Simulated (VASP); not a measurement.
# CrB (Cmcm) in VASP: single point with LDA

Aim: the single point of CrB with LDA.

Everything below comes from runs of VASP 6.6.1. Logs are shortened: lines on timing, memory, paths and dates and some standing lists are left out, and cuts for length are marked.

### 1 The cell of the first run

Symmetry: Cmcm, No. 63, orthorhombic system. The conventional cell has a = 2.869 Å, b = 7.718 Å, c = 2.871 Å, α = 90.00°, β = 90.00°, γ = 90.00°. Cr (site symmetry m2m) is surrounded by 7 B at 2.12 to 2.23 Å. Around B (site symmetry m2m) lie 2 B at 1.75 Å.

### 2 Single point, LDA (relaxed again under DFT LDA, scalar-relativistic, plane waves, PAW)

Contents of INCAR:

```
SYSTEM = CrB
PREC     = Accurate       ! precision mode
ENCUT    = 520            ! plane-wave cutoff, eV
EDIFF    = 1E-7           ! SCF threshold, eV
ISMEAR   = 0              ! smearing method
SIGMA    = 0.1            ! smearing width, eV
LREAL    = .FALSE.        ! projectors in reciprocal space
LASPH    = .TRUE.         ! aspherical terms in the spheres
NELM     = 100            ! most SCF steps
ALGO     = Fast           ! electronic algorithm
ISIF     = 2              ! what is computed and relaxed
LWAVE    = .FALSE.        ! write WAVECAR
LCHARG   = .FALSE.        ! write CHGCAR
NBANDS   = 23             ! bands
```

Contents of KPOINTS:

```
Automatic mesh
0
G
  16 16 14
  0 0 0
```

Contents of POSCAR:

```
CrB
1.0
    1.4344992544     -3.8588600014      0.0000000000
    1.4344992544      3.8588600014      0.0000000000
    0.0000000000      0.0000000000      2.8705373111
Cr B
2 2
Direct
    0.8542952136      0.1457047864      0.2500000000
    0.1457047864      0.8542952136      0.7500000000
    0.5649455201      0.4350544799      0.2500000000
    0.4350544799      0.5649455201      0.7500000000
```

Potentials or basis: VASP PAW LDA potentials, release 64 (Cr_pv, B).

Command:

```
$ cat potpaw_LDA.64/Cr_pv/POTCAR potpaw_LDA.64/B/POTCAR > POTCAR
$ mpirun -np 1 vasp_std > vasp.out
```

OUTCAR:

```text
SYSTEM = CrB
   PREC = Accurate
   ENCUT = 520
   EDIFF = 1E-7
   ISMEAR = 0
   LREAL = .FALSE.
   LASPH = .TRUE.
   NELM = 100
   ISIF = 2

 ion  position               nearest neighbor table
   1  0.854  0.146  0.250-   4 2.12   4 2.12   4 2.12   4 2.12   3 2.17   3 2.17   3 2.23   2 2.59
                             2 2.59   2 2.59   2 2.59   2 2.67   2 2.67
   2  0.146  0.854  0.750-   3 2.12   3 2.12   3 2.12   3 2.12   4 2.17   4 2.17   4 2.23   1 2.59
                             1 2.59   1 2.59   1 2.59   1 2.67   1 2.67
   3  0.565  0.435  0.250-   4 1.75   4 1.75   2 2.12   2 2.12   2 2.12   2 2.12   1 2.17   1 2.17
                             1 2.23
   4  0.435  0.565  0.750-   3 1.75   3 1.75   1 2.12   1 2.12   1 2.12   1 2.12   2 2.17   2 2.17
                             2 2.23

  LATTYP: Found a base centered orthorhombic cell.
 ALAT       =     2.8689985088
 B/A-ratio  =     2.6900397400
 C/A-ratio  =     1.0005363552

  Lattice vectors:

 A1 = (   1.4344992544,  -3.8588600014,   0.0000000000)
 A2 = (   1.4344992544,   3.8588600014,   0.0000000000)
 A3 = (   0.0000000000,   0.0000000000,   2.8705373111)

Analysis of symmetry for initial positions (statically):
=====================================================================
 Subroutine PRICEL returns:
 Original cell was already a primitive cell.

 Routine SETGRP: Setting up the symmetry group for a
 base centered orthorhombic supercell.

 Subroutine GETGRP returns: Found  8 space group operations
 (whereof  4 operations were pure point group operations)
 out of a pool of  8 trial point group operations.

The static configuration has the point symmetry C_2h.
 The point group associated with its full space group is D_2h.

Analysis of symmetry for dynamics (positions and initial velocities):
=====================================================================
 Subroutine PRICEL returns:
 Original cell was already a primitive cell.

 Routine SETGRP: Setting up the symmetry group for a
 base centered orthorhombic supercell.

 Subroutine GETGRP returns: Found  8 space group operations
 (whereof  4 operations were pure point group operations)
 out of a pool of  8 trial point group operations.

The dynamic configuration has the point symmetry C_2h.
 The point group associated with its full space group is D_2h.

 Subroutine INISYM returns: Found  8 space group operations
 (whereof  4 operations are pure point group operations),
 and found     1 'primitive' translations

----------------------------------------------------------------------------------------

                                     Primitive cell

  volume of cell :      31.7799

  direct lattice vectors                    reciprocal lattice vectors
     1.434499254 -3.858860001  0.000000000     0.348553684 -0.129571946  0.000000000
     1.434499254  3.858860001  0.000000000     0.348553684  0.129571946  0.000000000
     0.000000000  0.000000000  2.870537311     0.000000000  0.000000000  0.348366836

  length of vectors
     4.116866359  4.116866359  2.870537311     0.371858252  0.371858252  0.348366836

  position of ions in fractional coordinates (direct lattice)
     0.854295214  0.145704786  0.250000000
     0.145704786  0.854295214  0.750000000
     0.564945520  0.435054480  0.250000000
     0.435054480  0.564945520  0.750000000

  ion indices of the primitive-cell ions
   primitive index   ion index
                 1           1
                 2           2
                 3           3
                 4           4

----------------------------------------------------------------------------------------

 KPOINTS: Automatic mesh

Automatic generation of k-mesh.
 Grid dimensions read from file:
 generate k-points for:   16   16   14

 Generating k-lattice:

  Cartesian coordinates                     Fractional coordinates (reciprocal lattice)
     0.021784605 -0.008098247  0.000000000     0.062500000 -0.000000000  0.000000000
     0.021784605  0.008098247  0.000000000    -0.000000000  0.062500000  0.000000000
     0.000000000  0.000000000  0.024883345     0.000000000  0.000000000  0.071428571

  Length of vectors
     0.023241141  0.023241141  0.024883345

  Shift w.r.t. Gamma in fractional coordinates (k-lattice)
     0.000000000  0.000000000  0.000000000

 Subroutine IBZKPT returns following result:
 ===========================================

 Found    584 irreducible k-points:

 Following reciprocal coordinates:
            Coordinates               Weight
  0.000000  0.000000  0.000000      1.000000
  0.062500 -0.000000  0.000000      4.000000
  0.125000 -0.000000  0.000000      4.000000
  0.187500  0.000000  0.000000      4.000000
  0.250000 -0.000000  0.000000      4.000000
  0.312500 -0.000000  0.000000      4.000000
[... 16 lines left out ...]
 -0.125000  0.062500  0.000000      4.000000
 -0.062500  0.062500  0.000000      2.000000
 [... further k-points ...]
   k-points           NKPTS =    584   k-points in BZ     NKDIM =    584   number of bands    NBANDS=     23
   number of dos      NEDOS =    301   number of ions     NIONS =      4
   total plane-waves  NPLWV =  24576
   dimension x,y,z NGX =    32 NGY =   32 NGZ =   24
   dimension x,y,z NGXF=    64 NGYF=   64 NGZF=   48
   ions per type =               2   2
   NGX,Y,Z   is equivalent  to a cutoff of  12.92, 12.92, 13.90 a.u.
   NGXF,Y,Z  is equivalent  to a cutoff of  25.84, 25.84, 27.80 a.u.
 SYSTEM =  CrB
   PREC   = accura    normal or accurate (medium, high low for compatibility)
   ISTART =      0    job   : 0-new  1-cont  2-samecut
   ICHARG =      2    charge: 1-file 2-atom 10-const
   ISPIN  =      1    spin polarized calculation?
   LNONCOLLINEAR =      F non collinear calculations
   LSORBIT =      F    spin-orbit coupling
   LASPH  =      T    aspherical Exc in radial PAW
   ENCUT  =  520.0 eV  38.22 Ry    6.18 a.u.   7.65  7.65  5.34*2*pi/ulx,y,z
   NELM   =    100;   NELMIN=  2; NELMDL= -5     # of ELM steps
   EDIFF  = 0.1E-06   stopping-criterion for ELM
   LREAL  =      F    real-space projection
   EDIFFG = 0.1E-05   stopping-criterion for IOM
   NSW    =      0    number of steps for IOM
   IBRION =     -1    ionic relax: 0-MD 1-quasi-New 2-CG
   NFREE  =      0    steps in history (QN), initial steepest desc. (CG)
   ISIF   =      2    stress and relaxation
   ISYM   =      2    0-nonsym 1-usesym 2-fastsym
   POTIM  = 0.5000    time-step for ionic-motion
   TEBEG  =    0.0;   TEEND  =   0.0 temperature during run
   PSTRESS=    0.0 pullay stress
   NELECT =      30.0000    total number of electrons
   NUPDOWN=      -1.0000    fix difference up-down
   EMIN   =  10.00;   EMAX   =-10.00  energy-range for DOS
   EFERMI =   0.00;   METHOD = LEGACY
   ISMEAR =     0;   SIGMA  =   0.10  broadening in eV -4-tet -1-fermi 0-gaus
   EFERMI_NEDOS =   21; number of points for ismear=-14 and -15
   IALGO  =     68    algorithm
   IMIX   =      4    mixing-type and parameters
     AMIX     =   0.40;   BMIX     =  1.00
     AMIX_MAG =   1.60;   BMIX_MAG =  1.00
  volume/ion in A,a.u.               =       7.94        53.62
  Fermi-wavevector in a.u.,A,eV,Ry     =   1.605946  3.034799 35.090297  2.579064
  Thomas-Fermi vector in A             =   2.702212
   LORBIT       =      0    0 simple, 1 ext, 2 COOP (PROOUT), +10 PAW based schemes
   GGA     = CA    functional components
   LHFCALC =     F    Hartree Fock is set to
   AEXX    =    0.0000 exact exchange contribution
   IVDW    =     0    specifies the selected vdW correction
   LEPSILON=     F    determine dielectric tensor
   LRPA    =     F    only Hartree local field effects (RPA)
 non-spin polarized calculation
 RMM-DIIS sequential band-by-band and
 Gauss-broadening in eV      SIGMA  =   0.10
  energy-cutoff  :      520.00
  volume of cell :       31.78
 maximum number of plane-waves:       876
   NGX = 15   NGY = 15   NGZ = 11

 number of electron      29.9999998 magnetization

 Free energy of the ion-electron system (eV)
  ---------------------------------------------------
  ext. energy  EPLUGINS =         0.00000000
  ---------------------------------------------------
  free energy    TOTEN  =       -38.50176874 eV

  energy without entropy =      -38.48912575  energy(sigma->0) =      -38.49544725

 E-fermi :  11.5971     XC(G=0): -14.1428

 val. band max:       11.5947180783   @ k =   0.0000   0.0000   0.1429
 cond. band min:      11.5975360353   @ k =  -0.3125   0.3125   0.0000
 fundamental gap:      0.0028179571
 Fermi energy:        11.5970595697

 k-point     1 :       0.0000    0.0000    0.0000
  band No.  band energies     occupation
      1     -31.6507      2.00000
      2     -31.4369      2.00000
      3     -31.4215      2.00000
      4     -31.2723      2.00000
      5     -31.1671      2.00000
      6     -31.1462      2.00000
[... 15 lines left out ...]
     22      17.6276      0.00000
     23      20.8072      0.00000

 k-point     2 :       0.0625   -0.0000    0.0000
  band No.  band energies     occupation
      1     -31.6485      2.00000
      2     -31.4337      2.00000
      3     -31.4308      2.00000
      4     -31.2786      2.00000
      5     -31.1689      2.00000
      6     -31.1455      2.00000
[... 15 lines left out ...]
     22      17.6073      0.00000
     23      20.8839      0.00000

 k-point     3 :       0.1250   -0.0000    0.0000
  band No.  band energies     occupation
      1     -31.6431      2.00000
      2     -31.4566      2.00000
      3     -31.4245      2.00000
      4     -31.2959      2.00000
      5     -31.1740      2.00000
      6     -31.1445      2.00000
[... 15 lines left out ...]
     22      17.5837      0.00000
     23      21.1063      0.00000
[... 495 lines left out ...]
 k-point    23 :      -0.1250    0.0625    0.0000
  band No.  band energies     occupation
      1     -31.6395      2.00000
      2     -31.4350      2.00000
      3     -31.4296      2.00000
      4     -31.2746      2.00000
      5     -31.1730      2.00000
      6     -31.1554      2.00000
[... 15 lines left out ...]
     22      17.7992      0.00000
     23      20.6946      0.00000

 k-point    24 :      -0.0625    0.0625    0.0000
  band No.  band energies     occupation
      1     -31.6461      2.00000
      2     -31.4348      2.00000
      3     -31.4236      2.00000
      4     -31.2702      2.00000
      5     -31.1692      2.00000
      6     -31.1513      2.00000
[... 15 lines left out ...]
     22      17.7597      0.00000
     23      20.7084      0.00000

 [... further k-points ...]

------------------------ aborting loop because EDIFF is reached ----------------------------------------

  FORCE on cell =-STRESS in cart. coord.  units (eV):
  Direction    XX          YY          ZZ          XY          YZ          ZX
  --------------------------------------------------------------------------------------
  -------------------------------------------------------------------------------------
  Total        0.0812260      0.0963649      0.0893088      0.0000000      0.0000000      0.0000000
  in kB        4.0949922      4.8582148      4.5024838      0.0000000      0.0000000      0.0000000
  external PRESSURE =       4.4852303 kB  Pullay stress =       0.0000000 kB

 VOLUME and BASIS-vectors are now :
 -----------------------------------------------------------------------------
  energy-cutoff  :      520.00
  volume of cell :       31.78
      direct lattice vectors                 reciprocal lattice vectors
     1.434499254 -3.858860001  0.000000000     0.348553684 -0.129571946  0.000000000
     1.434499254  3.858860001  0.000000000     0.348553684  0.129571946  0.000000000
     0.000000000  0.000000000  2.870537311     0.000000000  0.000000000  0.348366836

 POSITION                                       TOTAL-FORCE (eV/Angst)
 -----------------------------------------------------------------------------------
      1.43450     -2.73435      0.71763         0.000000      0.024571      0.000000
      1.43450      2.73435      2.15290         0.000000     -0.024571     -0.000000
      1.43450     -0.50123      0.71763         0.000000     -0.004208     -0.000000
      1.43450      0.50123      2.15290         0.000000      0.004208     -0.000000
 -----------------------------------------------------------------------------------
    total drift:                                0.000000      0.000000     -0.000000

  FREE ENERGIE OF THE ION-ELECTRON SYSTEM (eV)
  ---------------------------------------------------
  free  energy   TOTEN  =       -38.5017687426 eV

  energy  without entropy=      -38.4891257538  energy(sigma->0) =      -38.49544725
```

Run time: 6.3 min. Hardware: 1 thread of Intel Xeon Platinum 8559C (Emerald Rapids), shared host; peak memory 0.45 GiB.

What came out:

```
Free energy            : -38.5018 eV
Pressure               : 0.4 GPa
Largest force          : 0.025 eV/Å
Band gap on the k mesh : none (metal or under the smearing width)
```

Forces on the atoms (eV/Å):
```
Cr   0.000  0.025  0.000
Cr   0.000 -0.025  0.000
B    0.000 -0.004  0.000
B    0.000  0.004  0.000
```
